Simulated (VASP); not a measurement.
Here is the system:

```yaml
crystal:
  lattice:
    - [4.60314, 0.00000, 0.00000]
    - [0.00000, 4.60314, 0.00000]
    - [0.00000, 0.00000, 4.60314]
  atoms:
    - { symbol: Lu, position: [0.49544, 0.50798, 0.99852] }
    - { symbol: Lu, position: [0.99615, 0.48822, 0.50088] }
    - { symbol: Lu, position: [0.48653, 0.99914, 0.49594] }
    - { symbol: Al, position: [0.99957, 0.98804, 0.00041] }
    - { symbol: N, position: [0.52231, 0.51662, 0.50426] }
```

Computed with PBEsol GGA, VASP's PBE PAW potentials (set 64) (plane waves; VASP). Numerical set-up: 400 eV cut-off, 4×4×4 Γ-centred mesh, Fermi-Dirac smearing of 0.14 eV, potentials Lu_3 Al N.

At this cut-off the stress carries a Pulay error, which pulls relaxed volumes low.

Question: Estimate the energy per atom (σ→0), pressure, largest force, band gap (on the k-mesh) with the smallest direct gap where there is one.

Answer: 
```
Item                                                        Result
------------------------  ----------------------------------------
band gap (on the k-mesh)  none (metal, semimetal or under 0.01 eV)
energy per atom (σ→0)                               -6.475 eV/atom
pressure                                                 -1.71 GPa
largest force                                      0.05914 Ry/bohr
```

The absolute energy has meaning only against runs of the same code, potentials and settings.

The structure comes from a computed database's Lu3AlN entry; how it stands against other phases isn't given here. The cell was not relaxed at this level, atoms are displaced from their ideal sites. The k-mesh is coarse (spacing up to 0.34 per Å, 2π included), so the numbers may not be converged in it. The electron count is odd and the run is not spin-polarised, which forces a metal.
